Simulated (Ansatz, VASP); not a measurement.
# Cross-check of TaN between VASP and Ansatz

One calculation is typed for both programs; each brings its own data sets. How far apart do they land? The cell is taken from a series of runs on this material, whose earlier steps may have relaxed, scaled, displaced or heated it; both programs get it as it stands.

Calculated with Ansatz 0.2.0; plane waves, with VASP 6.6.1 beside it; zone-centre phonons at LDA.

## (1) Starting point

Symmetry: P-62m, No. 189, hexagonal system. Conventional cell: a = 5.111 Å, b = 5.111 Å, c = 2.860 Å, α = 90.00°, β = 90.00°, γ = 120.00°. Nearest to N lie 5 Ta at 2.02 to 2.12 Å. Nearest to Ta lie 6 N at 2.12 Å. Ta has 3 N at 2.02 Å nearest. Farther neighbours and most contacts between anions are not listed.

## (2) Ansatz: zone-centre phonons, LDA

Ansatz runs on its PAW soft_1 files.

Second derivatives magnify differences that forces hide, and they need a tight electronic threshold.

input.yaml reads:

```yaml
crystal:
  lattice:
    - [5.1105328898, 0.0, 0.0]
    - [-2.5552664449, 4.4258513094, 0.0]
    - [0.0, 0.0, 2.8596232972]
  atoms:
    - { symbol: "N", position: [0.3943728725, 0.0, 0.0] }
    - { symbol: "N", position: [0.6056271275, 0.6056271275, 0.0] }
    - { symbol: "N", position: [0.0, 0.3943728725, 0.0] }
    - { symbol: Ta, position: [0.3333333333, 0.6666666667, 0.5] }
    - { symbol: Ta, position: [0.6666666667, 0.3333333333, 0.5] }
    - { symbol: Ta, position: [0.0, 0.0, 0.0] }
kpoints:
  mp_grid: { grid: [9, 9, 12] }
hamiltonian:
  xc: lda
  pseudopotentials: { kind: paw, azcp: { folder: soft_1 }, xc_functional: pbe }
scf:
  occupations: { method: methfessel_paxton, width: 0.2 }
output:
  eigenvalues: true
phonons:
  method: dfpt
```

Launch:

```
$ ansatz run input.yaml --threads 4 --pin off --max-ram 16384MiB --backend cpu --events-out ev --progress --plain --runs-dir out
```

Numbers of over 12 decimals in the logs are rounded to 6 here.

What it wrote:

```text
zone centre: on kpoints.mp_grid the ground state, and the responses unless they are solved on pairs of k-points, stand on 287 of the mesh's 972 k-points, reduced under 2 symmetry operations, with k and −k counted as one. Each operation leaves every solved displacement unchanged or reverses it
Engine: ansatz 0.2.0, aarch64-unknown-linux-gnu
Pseudopotentials: kind: paw
Pseudopotential: N, paw, valence charge 5, recommended cutoff 420 eV (normal), soft_1/N.paw.azcp
Pseudopotential: Ta, paw, valence charge 13, recommended cutoff 420 eV (normal), soft_1/Ta.paw.azcp
Functional definition: SPW92
  exchange = slater_x
  correlation = pw_c
Crystal: 6 atoms, lattice volume = 64.680 Å³
Basis set: ecut = 420 eV, 1287 PW (Γ), exchange–correlation on 72×72×40 points (8 copies of the dense FFT grid, shifted against one another)
Bands: 33, of which v1, the nominal top of the filled ones, is band 27 counted from 1 (26 counted from 0)
Symmetry: 12 space group operations
k-points: 287 of 972 (irreducible under 2 space group operations, time reversal used)
Non-local potential: N, projectors of the file, l = 0: 2, l = 1: 2, l = 2: 1
Non-local potential: Ta, projectors of the file, l = 0: 3, l = 1: 2, l = 2: 2, l = 3: 1
PAW form: soft (Blöchl's): semilocal exchange-correlation on the pseudo side does not see the compensation charge
PAW frozen core: N, regenerated for the run's functional, and the local potential with it (the file was generated under x = pbe(κ = 0.804, μ = 0.219515), c = pbe(β = 0.066725))
PAW frozen core: Ta, regenerated for the run's functional, and the local potential with it (the file was generated under x = pbe(κ = 0.804, μ = 0.219515), c = pbe(β = 0.066725))
PAW one-centre angular grid: N, 110 points (default); XC on 64 Gauss nodes
PAW one-centre angular grid: Ta, 590 points (default); XC on 64 Gauss nodes
Initial density: superposition of atomic densities (chi_scale 0.1, normalization cell, long waves kept (reshape's long-wave potential 0.01 eV rms))
Initial wavefunctions: pseudopotential atomic-orbital guess
Functional: x = slater, c = lda
SCF iter   1: F=—  HF=-30180.959325 eV  |F-HF|=—  |Δ(HF+E_count)|=         —  Δρ=7.05e-2  dr2=3.80e0  ethr=3.10e-3  ⟨swp⟩=4.7  Hψ=36891  notcnv=0
preconditioner: auto → Resta (q_TF=auto, 2.647 Å⁻¹)  ε∞=7.1  [insulator: Δε(μ)=0.131 eV  Ē_g=10.201 eV  σ=0.200 eV  W_gap=0.52  n_scr=26 (ndim 8)  ℏωp=25.3 eV  f_vac=0.000  D(μ)=0.19/eV (n_scr^D=0)  ε∞_Penn≈7.1]
SCF iter   2: F=—  HF=-30180.146534 eV  |F-HF|=—  |Δ(HF+E_count)|=   8.13e-1  S|Δr|=    0.00e0  Δρ=3.08e-2  dr2=2.97e-1  ethr=3.10e-3  ⟨swp⟩=2.0  Hψ=17161  notcnv=0  defer=349
preconditioner: auto → Kerker (q_TF=auto, 2.647 Å⁻¹)  [metal: Δε(μ)=0.113 eV  Ē_g=9.833 eV  σ=0.200 eV  W_gap=0.40  n_scr=26 (ndim 8)  ℏωp=25.3 eV  f_vac=0.000  D(μ)=0.44/eV (n_scr^D=0)]
SCF iter   3: F=—  HF=-30180.103587 eV  |F-HF|=—  |Δ(HF+E_count)|=   4.29e-2  S|Δr|=    0.00e0  Δρ=1.52e-2  dr2=8.02e-2  ethr=5.51e-4  ⟨swp⟩=1.0  Hψ=9122  notcnv=0  defer=349
SCF iter   4: F=—  HF=-30180.088286 eV  |F-HF|=—  |Δ(HF+E_count)|=   1.53e-2  S|Δr|=    0.00e0  Δρ=1.94e-3  dr2=2.45e-3  ethr=1.49e-4  ⟨swp⟩=2.5  Hψ=13706  notcnv=0  defer=349
SCF iter   5: F=—  HF=-30180.087762 eV  |F-HF|=—  |Δ(HF+E_count)|=   5.24e-4  S|Δr|=    0.00e0  Δρ=6.81e-4  dr2=2.99e-4  ethr=4.54e-6  ⟨swp⟩=2.3  Hψ=13294  notcnv=0  defer=339
SCF iter   6: F=—  HF=-30180.087681 eV  |F-HF|=—  |Δ(HF+E_count)|=   8.05e-5  S|Δr|=    0.00e0  Δρ=1.17e-4  dr2=1.07e-5  ethr=5.55e-7  ⟨swp⟩=2.0  Hψ=13078  notcnv=0  defer=339
SCF iter   7: F=—  HF=-30180.087679 eV  |F-HF|=—  |Δ(HF+E_count)|=   2.39e-6  S|Δr|=    0.00e0  Δρ=2.11e-5  dr2=2.67e-7  ethr=1.97e-8  ⟨swp⟩=2.0  Hψ=13407  notcnv=0  defer=339
SCF iter   8: F=—  HF=-30180.087684 eV  |F-HF|=—  |Δ(HF+E_count)|=   4.83e-6  S|Δr|=    0.00e0  Δρ=3.98e-6  dr2=1.15e-8  ethr=4.95e-10  ⟨swp⟩=2.0  Hψ=12978  notcnv=0  defer=339
SCF iter   9: F=—  HF=-30180.087684 eV  |F-HF|=—  |Δ(HF+E_count)|=   2.13e-9  S|Δr|=    0.00e0  Δρ=6.50e-7  dr2=2.45e-10  ethr=2.13e-11  ⟨swp⟩=2.0  Hψ=13072  notcnv=0  defer=339
SCF iter  10: F=-30180.087684 eV  HF=-30180.087684 eV  |F-HF|=1.09e-11  |Δ(HF+E_count)|=  1.46e-11  S|Δr|=    0.00e0  Δρ=9.57e-8  dr2=2.91e-12  ethr=1.00e-12  ⟨swp⟩=9.5  Hψ=54657  notcnv=0
SCF 1 converged in 10 iterations: F = -30180.087684 eV  dr2 = 2.91e-12
  greatest PAW one-centre occupation: 0.999 electrons in one spin orbital (limit 2), on the Ta atom at site 4 (counted from 0), in its partial waves of l = 0
DFPT response loops at Γ: preconditioner auto → Kerker (q_TF=auto, 2.647 Å⁻¹) (partly filled bands, converged f_vac=0.000); β = 1.00, the filter's whole step (`scf.mixing.beta` (0.50) is not read by the response loops under this deck's `scf.mixing.preconditioner`; to damp them name `kerker` or `kerker_dos`, under which they read `scf.mixing.beta`, and type it under 1.00, their step now; both keys bind the ground state too); Broyden in place of MSR1
SCF converged after 10 iterations
Stability not checked: this state was not tested for a lower state beside it, because cold or Methfessel-Paxton smearing, or corrected tetrahedra, fill the levels in a way that the test cannot read (fill_not_monotonic; see scf.lower_state_search)
Free energy (F): -30180.087684 eV
Harris-Foulkes:  -30180.087684 eV  (|F-HF|=1.09e-11)
Internal energy: -30180.090805 eV  (E = F + TS)
E sigma→0 (E₀):  -30180.088464 eV
Entropy (-TS):   0.003122 eV (0.520 meV/atom)
Fermi energy:    20.491642 eV
Step filling:    the computed levels leave a gap of 0.0732 eV = 0.4 smearing widths at the electron count; against every level under it full and every level over it empty, smearing changes F+E_penalty+E_count by +1.348 meV and its σ→0 estimate by +0.568 meV
--- Per-component energies (eV) ---
  E_band       = -184.088021
  E_kinetic    = 1580.618728
  E_local      = -1906.683964  (includes V_loc(G=0)·N_el)
  E_nonlocal   = 92.647544
  E_hartree    = 685.921162
  E_xc         = -1137.872404
  E_vxc        = -934.498500  (∫ρ·V_xc dr)
  E_paw        = -24531.438405  (= ΣΔE_a)
  E_vpaw       = -388.017068  (= ΣTr[D̂ρ^β])
  E_aug_tail   = 0.002912  (compensation charges beyond the density's cutoff)
  E_ewald      = -4964.303501
  E_core_change = 1.017123  (= ΣΔE_core)
  E_smearing   = 0.003122  (= −TS)
  E_closure    = 0.000000  (closes the sum)
  Σ components = -30180.087684   (vs F -30180.087684, Δ=0.00e0)
--- Band table (eV; the first three rows and the last of 287) ---
  k-point 0: bands = [... 23 lower, 16.0005, 16.9963, 18.3858, 19.3923, 19.3923, 20.9645, 20.9645, 22.3406, ... 2 higher]
  k-point 1: bands = [... 23 lower, 15.6169, 17.2313, 18.7517, 19.0338, 19.0338, 21.4230, 21.4230, 22.4610, ... 2 higher]
  k-point 2: bands = [... 23 lower, 14.9558, 17.9916, 18.6171, 18.6171, 19.6064, 21.8801, 21.8801, 22.4767, ... 2 higher]
  k-point 286: bands = [... 23 lower, 16.2243, 17.0219, 18.2230, 19.2896, 21.5743, 22.0912, 23.3656, 23.3846, ... 2 higher]
--- Phonons (Γ-DFPT): 7 representative perturbations + reference, on 287 of 972 k-points (Σ response iterations 22) ---
  k mesh reduced under 2 symmetry operations, with k and −k counted as one. Each operation leaves every solved displacement unchanged or reverses it
  ASR residual: 3.606e-5 → 0.000e0 eV/Å²; symmetrization residual: 3.418e-6 eV/Å²
  ASR residual per site (eV/Å²): 3.61e-5 3.48e-5 3.48e-5 3.03e-5 3.03e-5 2.55e-5
  Γ frequencies (cm⁻¹): 0.00 0.00 0.00 153.21 197.55 197.55 201.64 242.91 242.91 613.63 613.63 632.83 641.08 641.08 644.99 682.76 682.76 745.46
  non-analytic LO–TO correction: not included (Born effective charges unavailable; polar crystals: no LO–TO splitting at Γ)
```

(Part 1 of 3 ends here.)

[Lines on the potential files, build, host, timing and source positions are cut from VASP's logs without a mark.]

[Logs are printed without paths, hosts, clocks, repeated set-up lines and the standing remarks that a program may print on its own settings, such as how far it seeks lower states.]

[Hosts, paths, dates, database ids (printed as entryN), source tags and the programs' standing remarks are cut or masked in the printed files.]
